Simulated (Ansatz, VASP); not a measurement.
## Cross-check of InAs between VASP and Ansatz

One calculation is typed for both programs; each brings its own data sets. How far apart do they land? The cell is taken from a series of runs on this material, whose earlier steps may have relaxed, scaled, displaced or heated it; both programs get it as it stands.

Calculated with Ansatz 0.2.0; plane waves, with VASP 6.6.1 beside it; zone-centre phonons at LDA.

## Step 1: The starting structure

The structure is orthorhombic, space group Imm2 (No. 44). The conventional cell has a = 4.218 Å, b = 4.262 Å, c = 6.059 Å, α = 90.00°, β = 90.00°, γ = 90.00°. Nearest to As lie 4 In at 2.60 to 2.61 Å. Nearest to In lie 4 As at 2.60 to 2.61 Å. Farther neighbours are not listed.

As a file:

```xyz
2
Lattice="-0.0155 2.9982 3.0293 2.9982 -0.0155 3.0293 2.9827 2.9827 0.0000" Properties=species:S:1:pos:R:3 pbc="T T T"
As    4.4739    4.4739    4.5385
In    2.9827    2.9827    0.0054
```

## Step 2: VASP: zone-centre phonons, LDA

Second derivatives magnify differences that forces hide, and they need a tight electronic threshold.

Lines of VASP's logs that name or quote its potential files are left out, and so is its time.

Contents of INCAR:

```
SYSTEM = InAs
PREC = Accurate
ENCUT = 500
EDIFF = 1E-08
NELM = 120
ISMEAR = 0
SIGMA = 0.015
LREAL = .FALSE.
ALGO = Normal
GGA = CA
NBANDS = 15
LORBIT = 11
LWAVE = .FALSE.
LCHARG = .FALSE.
ISIF = 2
ISYM = 2
IBRION = 8
LASPH = .TRUE.
GGA_COMPAT = .FALSE.
EFERMI = MIDGAP
KPAR = 2
```

Contents of POSCAR:

```
InAs
1.0
   -0.0154964242      2.9981577695      3.0292761298
    2.9981577695     -0.0154964242      3.0292761298
    2.9826613453      2.9826613453      0.0000000000
As In
1 1
Direct
    0.7491058460      0.7491058460      0.7508706020
    0.0008941540      0.0008941540      0.9991293980
```

Contents of KPOINTS:

```
Points of the shifted mesh
1728
Reciprocal
 0.0416666667  0.0416666667  0.0416666667 1
 0.0416666667  0.0416666667  0.1250000000 1
 0.0416666667  0.0416666667  0.2083333333 1
 0.0416666667  0.0416666667  0.2916666667 1
 0.0416666667  0.0416666667  0.3750000000 1
 0.0416666667  0.0416666667  0.4583333333 1
 0.0416666667  0.0416666667  0.5416666667 1
 0.0416666667  0.0416666667  0.6250000000 1
 0.0416666667  0.0416666667  0.7083333333 1
 0.0416666667  0.0416666667  0.7916666667 1
 0.0416666667  0.0416666667  0.8750000000 1
 0.0416666667  0.0416666667  0.9583333333 1
 0.0416666667  0.1250000000  0.0416666667 1
 0.0416666667  0.1250000000  0.1250000000 1
 0.0416666667  0.1250000000  0.2083333333 1
 0.0416666667  0.1250000000  0.2916666667 1
 0.0416666667  0.1250000000  0.3750000000 1
 0.0416666667  0.1250000000  0.4583333333 1
 0.0416666667  0.1250000000  0.5416666667 1
 0.0416666667  0.1250000000  0.6250000000 1
 0.0416666667  0.1250000000  0.7083333333 1
 0.0416666667  0.1250000000  0.7916666667 1
 0.0416666667  0.1250000000  0.8750000000 1
 0.0416666667  0.1250000000  0.9583333333 1
 0.0416666667  0.2083333333  0.0416666667 1
 0.0416666667  0.2083333333  0.1250000000 1
 0.0416666667  0.2083333333  0.2083333333 1
 0.0416666667  0.2083333333  0.2916666667 1
 0.0416666667  0.2083333333  0.3750000000 1
 0.0416666667  0.2083333333  0.4583333333 1
 0.0416666667  0.2083333333  0.5416666667 1
 0.0416666667  0.2083333333  0.6250000000 1
 0.0416666667  0.2083333333  0.7083333333 1
 0.0416666667  0.2083333333  0.7916666667 1
 0.0416666667  0.2083333333  0.8750000000 1
 0.0416666667  0.2083333333  0.9583333333 1
 0.0416666667  0.2916666667  0.0416666667 1
 0.0416666667  0.2916666667  0.1250000000 1
 0.0416666667  0.2916666667  0.2083333333 1
 0.0416666667  0.2916666667  0.2916666667 1
 0.0416666667  0.2916666667  0.3750000000 1
 0.0416666667  0.2916666667  0.4583333333 1
 0.0416666667  0.2916666667  0.5416666667 1
 0.0416666667  0.2916666667  0.6250000000 1
 0.0416666667  0.2916666667  0.7083333333 1
 0.0416666667  0.2916666667  0.7916666667 1
 0.0416666667  0.2916666667  0.8750000000 1
 0.0416666667  0.2916666667  0.9583333333 1
 0.0416666667  0.3750000000  0.0416666667 1
 0.0416666667  0.3750000000  0.1250000000 1
 0.0416666667  0.3750000000  0.2083333333 1
 0.0416666667  0.3750000000  0.2916666667 1
 0.0416666667  0.3750000000  0.3750000000 1
 0.0416666667  0.3750000000  0.4583333333 1
 0.0416666667  0.3750000000  0.5416666667 1
 0.0416666667  0.3750000000  0.6250000000 1
 0.0416666667  0.3750000000  0.7083333333 1
 0.0416666667  0.3750000000  0.7916666667 1
 0.0416666667  0.3750000000  0.8750000000 1
 0.0416666667  0.3750000000  0.9583333333 1
 0.0416666667  0.4583333333  0.0416666667 1
 0.0416666667  0.4583333333  0.1250000000 1
 0.0416666667  0.4583333333  0.2083333333 1
 0.0416666667  0.4583333333  0.2916666667 1
 0.0416666667  0.4583333333  0.3750000000 1
 0.0416666667  0.4583333333  0.4583333333 1
 0.0416666667  0.4583333333  0.5416666667 1
 0.0416666667  0.4583333333  0.6250000000 1
 0.0416666667  0.4583333333  0.7083333333 1
 0.0416666667  0.4583333333  0.7916666667 1
 0.0416666667  0.4583333333  0.8750000000 1
 0.0416666667  0.4583333333  0.9583333333 1
 0.0416666667  0.5416666667  0.0416666667 1
 0.0416666667  0.5416666667  0.1250000000 1
 0.0416666667  0.5416666667  0.2083333333 1
 0.0416666667  0.5416666667  0.2916666667 1
 0.0416666667  0.5416666667  0.3750000000 1
 0.0416666667  0.5416666667  0.4583333333 1
 0.0416666667  0.5416666667  0.5416666667 1
 0.0416666667  0.5416666667  0.6250000000 1
 0.0416666667  0.5416666667  0.7083333333 1
 0.0416666667  0.5416666667  0.7916666667 1
 0.0416666667  0.5416666667  0.8750000000 1
 0.0416666667  0.5416666667  0.9583333333 1
 0.0416666667  0.6250000000  0.0416666667 1
 0.0416666667  0.6250000000  0.1250000000 1
 0.0416666667  0.6250000000  0.2083333333 1
 0.0416666667  0.6250000000  0.2916666667 1
 0.0416666667  0.6250000000  0.3750000000 1
 0.0416666667  0.6250000000  0.4583333333 1
 0.0416666667  0.6250000000  0.5416666667 1
 0.0416666667  0.6250000000  0.6250000000 1
 0.0416666667  0.6250000000  0.7083333333 1
 0.0416666667  0.6250000000  0.7916666667 1
 0.0416666667  0.6250000000  0.8750000000 1
 0.0416666667  0.6250000000  0.9583333333 1
 0.0416666667  0.7083333333  0.0416666667 1
 0.0416666667  0.7083333333  0.1250000000 1
 0.0416666667  0.7083333333  0.2083333333 1
 0.0416666667  0.7083333333  0.2916666667 1
 0.0416666667  0.7083333333  0.3750000000 1
 0.0416666667  0.7083333333  0.4583333333 1
 0.0416666667  0.7083333333  0.5416666667 1
 0.0416666667  0.7083333333  0.6250000000 1
 0.0416666667  0.7083333333  0.7083333333 1
 0.0416666667  0.7083333333  0.7916666667 1
 0.0416666667  0.7083333333  0.8750000000 1
 0.0416666667  0.7083333333  0.9583333333 1
 0.0416666667  0.7916666667  0.0416666667 1
 0.0416666667  0.7916666667  0.1250000000 1
 0.0416666667  0.7916666667  0.2083333333 1
 0.0416666667  0.7916666667  0.2916666667 1
[... 1390 lines left out ...]
 0.8750000000  0.4583333333  0.1250000000 1
 0.8750000000  0.4583333333  0.2083333333 1
 0.8750000000  0.4583333333  0.2916666667 1
 0.8750000000  0.4583333333  0.3750000000 1
 0.8750000000  0.4583333333  0.4583333333 1
 0.8750000000  0.4583333333  0.5416666667 1
 0.8750000000  0.4583333333  0.6250000000 1
 0.8750000000  0.4583333333  0.7083333333 1
 0.8750000000  0.4583333333  0.7916666667 1
 0.8750000000  0.4583333333  0.8750000000 1
 0.8750000000  0.4583333333  0.9583333333 1
 0.8750000000  0.5416666667  0.0416666667 1
 0.8750000000  0.5416666667  0.1250000000 1
 0.8750000000  0.5416666667  0.2083333333 1
 0.8750000000  0.5416666667  0.2916666667 1
 0.8750000000  0.5416666667  0.3750000000 1
 0.8750000000  0.5416666667  0.4583333333 1
 0.8750000000  0.5416666667  0.5416666667 1
 0.8750000000  0.5416666667  0.6250000000 1
 0.8750000000  0.5416666667  0.7083333333 1
 0.8750000000  0.5416666667  0.7916666667 1
 0.8750000000  0.5416666667  0.8750000000 1
 0.8750000000  0.5416666667  0.9583333333 1
 0.8750000000  0.6250000000  0.0416666667 1
 0.8750000000  0.6250000000  0.1250000000 1
 0.8750000000  0.6250000000  0.2083333333 1
 0.8750000000  0.6250000000  0.2916666667 1
 0.8750000000  0.6250000000  0.3750000000 1
 0.8750000000  0.6250000000  0.4583333333 1
 0.8750000000  0.6250000000  0.5416666667 1
 0.8750000000  0.6250000000  0.6250000000 1
 0.8750000000  0.6250000000  0.7083333333 1
 0.8750000000  0.6250000000  0.7916666667 1
 0.8750000000  0.6250000000  0.8750000000 1
 0.8750000000  0.6250000000  0.9583333333 1
 0.8750000000  0.7083333333  0.0416666667 1
 0.8750000000  0.7083333333  0.1250000000 1
 0.8750000000  0.7083333333  0.2083333333 1
 0.8750000000  0.7083333333  0.2916666667 1
 0.8750000000  0.7083333333  0.3750000000 1
 0.8750000000  0.7083333333  0.4583333333 1
 0.8750000000  0.7083333333  0.5416666667 1
 0.8750000000  0.7083333333  0.6250000000 1
 0.8750000000  0.7083333333  0.7083333333 1
 0.8750000000  0.7083333333  0.7916666667 1
 0.8750000000  0.7083333333  0.8750000000 1
 0.8750000000  0.7083333333  0.9583333333 1
 0.8750000000  0.7916666667  0.0416666667 1
 0.8750000000  0.7916666667  0.1250000000 1
 0.8750000000  0.7916666667  0.2083333333 1
 0.8750000000  0.7916666667  0.2916666667 1
 0.8750000000  0.7916666667  0.3750000000 1
 0.8750000000  0.7916666667  0.4583333333 1
 0.8750000000  0.7916666667  0.5416666667 1
 0.8750000000  0.7916666667  0.6250000000 1
 0.8750000000  0.7916666667  0.7083333333 1
 0.8750000000  0.7916666667  0.7916666667 1
 0.8750000000  0.7916666667  0.8750000000 1
 0.8750000000  0.7916666667  0.9583333333 1
 0.8750000000  0.8750000000  0.0416666667 1
 0.8750000000  0.8750000000  0.1250000000 1
 0.8750000000  0.8750000000  0.2083333333 1
 0.8750000000  0.8750000000  0.2916666667 1
 0.8750000000  0.8750000000  0.3750000000 1
 0.8750000000  0.8750000000  0.4583333333 1
 0.8750000000  0.8750000000  0.5416666667 1
 0.8750000000  0.8750000000  0.6250000000 1
 0.8750000000  0.8750000000  0.7083333333 1
 0.8750000000  0.8750000000  0.7916666667 1
 0.8750000000  0.8750000000  0.8750000000 1
 0.8750000000  0.8750000000  0.9583333333 1
 0.8750000000  0.9583333333  0.0416666667 1
 0.8750000000  0.9583333333  0.1250000000 1
 0.8750000000  0.9583333333  0.2083333333 1
 0.8750000000  0.9583333333  0.2916666667 1
 0.8750000000  0.9583333333  0.3750000000 1
 0.8750000000  0.9583333333  0.4583333333 1
 0.8750000000  0.9583333333  0.5416666667 1
 0.8750000000  0.9583333333  0.6250000000 1
 0.8750000000  0.9583333333  0.7083333333 1
 0.8750000000  0.9583333333  0.7916666667 1
 0.8750000000  0.9583333333  0.8750000000 1
 0.8750000000  0.9583333333  0.9583333333 1
 0.9583333333  0.0416666667  0.0416666667 1
 0.9583333333  0.0416666667  0.1250000000 1
 0.9583333333  0.0416666667  0.2083333333 1
 0.9583333333  0.0416666667  0.2916666667 1
 0.9583333333  0.0416666667  0.3750000000 1
 0.9583333333  0.0416666667  0.4583333333 1
 0.9583333333  0.0416666667  0.5416666667 1
 0.9583333333  0.0416666667  0.6250000000 1
 0.9583333333  0.0416666667  0.7083333333 1
 0.9583333333  0.0416666667  0.7916666667 1
 0.9583333333  0.0416666667  0.8750000000 1
 0.9583333333  0.0416666667  0.9583333333 1
 0.9583333333  0.1250000000  0.0416666667 1
 0.9583333333  0.1250000000  0.1250000000 1
 0.9583333333  0.1250000000  0.2083333333 1
 0.9583333333  0.1250000000  0.2916666667 1
 0.9583333333  0.1250000000  0.3750000000 1
 0.9583333333  0.1250000000  0.4583333333 1
 0.9583333333  0.1250000000  0.5416666667 1
 0.9583333333  0.1250000000  0.6250000000 1
 0.9583333333  0.1250000000  0.7083333333 1
 0.9583333333  0.1250000000  0.7916666667 1
 0.9583333333  0.1250000000  0.8750000000 1
 0.9583333333  0.1250000000  0.9583333333 1
 0.9583333333  0.2083333333  0.0416666667 1
 0.9583333333  0.2083333333  0.1250000000 1
 0.9583333333  0.2083333333  0.2083333333 1
 0.9583333333  0.2083333333  0.2916666667 1
 0.9583333333  0.2083333333  0.3750000000 1
 0.9583333333  0.2083333333  0.4583333333 1
 0.9583333333  0.2083333333  0.5416666667 1
 0.9583333333  0.2083333333  0.6250000000 1
 0.9583333333  0.2083333333  0.7083333333 1
 0.9583333333  0.2083333333  0.7916666667 1
 0.9583333333  0.2083333333  0.8750000000 1
 0.9583333333  0.2083333333  0.9583333333 1
 0.9583333333  0.2916666667  0.0416666667 1
 0.9583333333  0.2916666667  0.1250000000 1
 0.9583333333  0.2916666667  0.2083333333 1
 0.9583333333  0.2916666667  0.2916666667 1
 0.9583333333  0.2916666667  0.3750000000 1
 0.9583333333  0.2916666667  0.4583333333 1
 0.9583333333  0.2916666667  0.5416666667 1
 0.9583333333  0.2916666667  0.6250000000 1
 0.9583333333  0.2916666667  0.7083333333 1
 0.9583333333  0.2916666667  0.7916666667 1
 0.9583333333  0.2916666667  0.8750000000 1
 0.9583333333  0.2916666667  0.9583333333 1
 0.9583333333  0.3750000000  0.0416666667 1
 0.9583333333  0.3750000000  0.1250000000 1
 0.9583333333  0.3750000000  0.2083333333 1
 0.9583333333  0.3750000000  0.2916666667 1
 0.9583333333  0.3750000000  0.3750000000 1
 0.9583333333  0.3750000000  0.4583333333 1
 0.9583333333  0.3750000000  0.5416666667 1
 0.9583333333  0.3750000000  0.6250000000 1
 0.9583333333  0.3750000000  0.7083333333 1
 0.9583333333  0.3750000000  0.7916666667 1
 0.9583333333  0.3750000000  0.8750000000 1
 0.9583333333  0.3750000000  0.9583333333 1
 0.9583333333  0.4583333333  0.0416666667 1
 0.9583333333  0.4583333333  0.1250000000 1
 0.9583333333  0.4583333333  0.2083333333 1
 0.9583333333  0.4583333333  0.2916666667 1
 0.9583333333  0.4583333333  0.3750000000 1
 0.9583333333  0.4583333333  0.4583333333 1
 0.9583333333  0.4583333333  0.5416666667 1
 0.9583333333  0.4583333333  0.6250000000 1
 0.9583333333  0.4583333333  0.7083333333 1
 0.9583333333  0.4583333333  0.7916666667 1
 0.9583333333  0.4583333333  0.8750000000 1
 0.9583333333  0.4583333333  0.9583333333 1
 0.9583333333  0.5416666667  0.0416666667 1
 0.9583333333  0.5416666667  0.1250000000 1
 0.9583333333  0.5416666667  0.2083333333 1
 0.9583333333  0.5416666667  0.2916666667 1
 0.9583333333  0.5416666667  0.3750000000 1
 0.9583333333  0.5416666667  0.4583333333 1
 0.9583333333  0.5416666667  0.5416666667 1
 0.9583333333  0.5416666667  0.6250000000 1
 0.9583333333  0.5416666667  0.7083333333 1
 0.9583333333  0.5416666667  0.7916666667 1
 0.9583333333  0.5416666667  0.8750000000 1
 0.9583333333  0.5416666667  0.9583333333 1
 0.9583333333  0.6250000000  0.0416666667 1
 0.9583333333  0.6250000000  0.1250000000 1
 0.9583333333  0.6250000000  0.2083333333 1
 0.9583333333  0.6250000000  0.2916666667 1
 0.9583333333  0.6250000000  0.3750000000 1
 0.9583333333  0.6250000000  0.4583333333 1
 0.9583333333  0.6250000000  0.5416666667 1
 0.9583333333  0.6250000000  0.6250000000 1
 0.9583333333  0.6250000000  0.7083333333 1
 0.9583333333  0.6250000000  0.7916666667 1
 0.9583333333  0.6250000000  0.8750000000 1
 0.9583333333  0.6250000000  0.9583333333 1
 0.9583333333  0.7083333333  0.0416666667 1
 0.9583333333  0.7083333333  0.1250000000 1
 0.9583333333  0.7083333333  0.2083333333 1
 0.9583333333  0.7083333333  0.2916666667 1
 0.9583333333  0.7083333333  0.3750000000 1
 0.9583333333  0.7083333333  0.4583333333 1
 0.9583333333  0.7083333333  0.5416666667 1
 0.9583333333  0.7083333333  0.6250000000 1
 0.9583333333  0.7083333333  0.7083333333 1
 0.9583333333  0.7083333333  0.7916666667 1
 0.9583333333  0.7083333333  0.8750000000 1
 0.9583333333  0.7083333333  0.9583333333 1
 0.9583333333  0.7916666667  0.0416666667 1
 0.9583333333  0.7916666667  0.1250000000 1
 0.9583333333  0.7916666667  0.2083333333 1
 0.9583333333  0.7916666667  0.2916666667 1
 0.9583333333  0.7916666667  0.3750000000 1
 0.9583333333  0.7916666667  0.4583333333 1
 0.9583333333  0.7916666667  0.5416666667 1
 0.9583333333  0.7916666667  0.6250000000 1
 0.9583333333  0.7916666667  0.7083333333 1
 0.9583333333  0.7916666667  0.7916666667 1
 0.9583333333  0.7916666667  0.8750000000 1
 0.9583333333  0.7916666667  0.9583333333 1
 0.9583333333  0.8750000000  0.0416666667 1
 0.9583333333  0.8750000000  0.1250000000 1
 0.9583333333  0.8750000000  0.2083333333 1
 0.9583333333  0.8750000000  0.2916666667 1
 0.9583333333  0.8750000000  0.3750000000 1
 0.9583333333  0.8750000000  0.4583333333 1
 0.9583333333  0.8750000000  0.5416666667 1
 0.9583333333  0.8750000000  0.6250000000 1
 0.9583333333  0.8750000000  0.7083333333 1
 0.9583333333  0.8750000000  0.7916666667 1
 0.9583333333  0.8750000000  0.8750000000 1
 0.9583333333  0.8750000000  0.9583333333 1
 0.9583333333  0.9583333333  0.0416666667 1
 0.9583333333  0.9583333333  0.1250000000 1
 0.9583333333  0.9583333333  0.2083333333 1
 0.9583333333  0.9583333333  0.2916666667 1
 0.9583333333  0.9583333333  0.3750000000 1
 0.9583333333  0.9583333333  0.4583333333 1
 0.9583333333  0.9583333333  0.5416666667 1
 0.9583333333  0.9583333333  0.6250000000 1
 0.9583333333  0.9583333333  0.7083333333 1
 0.9583333333  0.9583333333  0.7916666667 1
 0.9583333333  0.9583333333  0.8750000000 1
 0.9583333333  0.9583333333  0.9583333333 1
```

The projector-augmented-wave data sets are As and In_d (LDA family, release 64).

The run is started by

```sh
$ mpirun -np 2 vasp_std
```

Numbers of over 12 decimals in the logs are rounded to 6 here.

Output:

```text
[banner, memory and clock lines left out]
running    2 mpi-ranks, on    1 nodes
[...]
LDA part: xc-table for (Slater(with rela. corr.)+CA(PZ))
 , standard interpolation
 POSCAR, INCAR and KPOINTS ok, starting setup
[...]
entering main loop
       N       E                     dE             d eps       ncg     rms          rms(c)
DAV:   1     0.112406155405E+03    0.11241E+03   -0.82279E+03 52081   0.127E+03
DAV:   2    -0.149515641385E+01   -0.11390E+03   -0.10956E+03 56082   0.303E+02
DAV:   3    -0.914185904758E+01   -0.76467E+01   -0.76036E+01 66526   0.797E+01
DAV:   4    -0.933925895046E+01   -0.19740E+00   -0.19734E+00 63131   0.143E+01
[...]
DAV:  12    -0.902853512462E+01    0.25031E-05   -0.53260E-06 78458   0.316E-02    0.696E-03
DAV:  13    -0.902853517678E+01   -0.52154E-07   -0.72251E-07 65994   0.510E-03    0.143E-03
DAV:  14    -0.902853517215E+01    0.46248E-08   -0.24848E-08 66590   0.231E-03
   1 F= -.90285352E+01 E0= -.90285352E+01  d E =-.333910E-84
 Linear response reoptimize wavefunctions to high precision
DAV:   1    -0.902853517238E+01   -0.22919E-09   -0.38988E-09 55533   0.110E-03
DAV:   2    -0.902853517248E+01   -0.10186E-09   -0.98456E-10 37311   0.251E-04
DAV:   3    -0.902853517249E+01   -0.10459E-10   -0.13270E-10 34061   0.121E-04
 Linear response DOF=           4
 Linear response progress:
  Degree of freedom:   1/  4
       N       E                     dE             d eps       ncg     rms          rms(c)
RMM:   1    -0.475316349968E-01   -0.47532E-01    0.64250E-02109494   0.157E+00
RMM:   2    -0.452847643487E-01    0.22469E-02    0.15661E-03 81240   0.585E-01    0.110E-01
RMM:   3    -0.459750260509E-01   -0.69026E-03   -0.19949E-03 95469   0.249E-01    0.472E-02
RMM:   4    -0.461391464883E-01   -0.16412E-03   -0.15605E-04 97492   0.834E-02    0.107E-02
[...]
RMM:  11    -0.461530050585E-01    0.10095E-07   -0.39159E-08111598   0.670E-05    0.273E-05
RMM:  12    -0.461530171957E-01   -0.12137E-07    0.31825E-08104230   0.265E-05    0.589E-06
RMM:  13    -0.461530146848E-01    0.25109E-08   -0.43236E-10108770   0.131E-05    0.194E-06
 first order change of Fermi-energy   0.34957E+00
 force on displaced ion       1 direction 1 :  -7.858  -0.044  -0.002
 Linear response progress:
  Degree of freedom:   2/  4
       N       E                     dE             d eps       ncg     rms          rms(c)
RMM:   1    -0.476506414576E-01   -0.47651E-01    0.64047E-02109091   0.159E+00
RMM:   2    -0.453017010291E-01    0.23489E-02    0.16746E-03 81315   0.588E-01    0.112E-01
RMM:   3    -0.460144550583E-01   -0.71275E-03   -0.20272E-03 95347   0.251E-01    0.477E-02
RMM:   4    -0.461822320696E-01   -0.16778E-03   -0.16001E-04 97455   0.845E-02    0.109E-02
[...]
RMM:   9    -0.461952248749E-01   -0.65158E-06    0.14001E-08 98200   0.435E-04    0.788E-05
RMM:  10    -0.461953029616E-01   -0.78087E-07    0.31480E-08106763   0.175E-04    0.813E-05
RMM:  11    -0.461952967841E-01    0.61775E-08   -0.59965E-08111487   0.692E-05    0.305E-05
 first order change of Fermi-energy  -0.68980E+00
 force on displaced ion       1 direction 3 :  -0.002  -0.002  -7.928
 Linear response progress:
  Degree of freedom:   3/  4
       N       E                     dE             d eps       ncg     rms          rms(c)
RMM:   1    -0.235337780912E+00   -0.23534E+00   -0.85678E-02 70028   0.495E+00
RMM:   2    -0.237822255654E+00   -0.24845E-02   -0.13796E-02 88221   0.106E+00    0.791E-02
RMM:   3    -0.237785177006E+00    0.37079E-04   -0.16047E-03 95897   0.327E-01    0.388E-02
RMM:   4    -0.237598442983E+00    0.18673E-03   -0.14544E-04 97955   0.108E-01    0.202E-02
[...]
RMM:  12    -0.237565010399E+00    0.38145E-07    0.76504E-08109231   0.864E-05    0.132E-05
RMM:  13    -0.237565096483E+00   -0.86084E-07    0.49018E-08105279   0.528E-05    0.141E-05
RMM:  14    -0.237565100250E+00   -0.37664E-08    0.80061E-09111766   0.339E-05    0.262E-05
 first order change of Fermi-energy  -0.34957E+00
 force on displaced ion       2 direction 1 :  -7.831  -0.052  -0.002
 Linear response progress:
  Degree of freedom:   4/  4
       N       E                     dE             d eps       ncg     rms          rms(c)
RMM:   1    -0.235438067723E+00   -0.23544E+00   -0.87708E-02 70124   0.493E+00
RMM:   2    -0.237889748481E+00   -0.24517E-02   -0.13555E-02 88190   0.105E+00    0.793E-02
RMM:   3    -0.237854442827E+00    0.35306E-04   -0.15734E-03 95911   0.325E-01    0.395E-02
RMM:   4    -0.237669531828E+00    0.18491E-03   -0.14310E-04 97904   0.107E-01    0.201E-02
[...]
RMM:  12    -0.237640444125E+00    0.25771E-07    0.97324E-08107226   0.797E-05    0.145E-05
RMM:  13    -0.237640528775E+00   -0.84650E-07    0.54536E-08106836   0.490E-05    0.131E-05
RMM:  14    -0.237640528036E+00    0.73938E-09    0.30216E-08109525   0.320E-05    0.448E-06
 first order change of Fermi-energy   0.68980E+00
 force on displaced ion       2 direction 3 :  -0.002  -0.002  -7.895
 Linear response finished
```

(Part 1 of 2 ends here.)

[Lines on the potential files, build, host, timing and source positions are cut from VASP's logs without a mark.]

[Logs are printed without paths, hosts, clocks, repeated set-up lines and the standing remarks that a program may print on its own settings, such as how far it seeks lower states.]

[Hosts, paths, dates, database ids (printed as entryN), source tags and the programs' standing remarks are cut or masked in the printed files.]
